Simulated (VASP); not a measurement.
Here is the system:

```
CELL_PARAMETERS angstrom
      3.55071     0.00000     0.00000
      0.00000     3.55071     0.00000
      0.00000     0.00000     3.55071
ATOMIC_POSITIONS crystal
  Al 0.00000 0.00000 0.00000
  Ni 0.00000 0.50000 0.50000
  Ni 0.50000 0.00000 0.50000
  Ni 0.50000 0.50000 0.00000
```
Starting moments (μB, in the order of the record's atoms Al Ni Ni Ni): 0.0 0.2 0.2 0.2.

Calculation: LDA (Ceperley-Alder, Perdew-Zunger), VASP's LDA PAW potentials (set 64) (plane waves; VASP). Numerical set-up: 520 eV cut-off, 9×9×9 Γ-centred mesh, first-order Methfessel-Paxton smearing of 0.10 eV, potentials Al Ni.

**Question.** Give the stress tensor in GPa (positive for a compressed cell).

**Answer.** 
```
-11.54    0.00    0.00
  0.00  -11.54    0.00
  0.00    0.00  -11.54
```
The pressure is its mean diagonal, -11.54 GPa.

The compound is Ni3Al in the L1_2 structure. This cell is one point of a volume scan, at 1.06 of the reference volume.
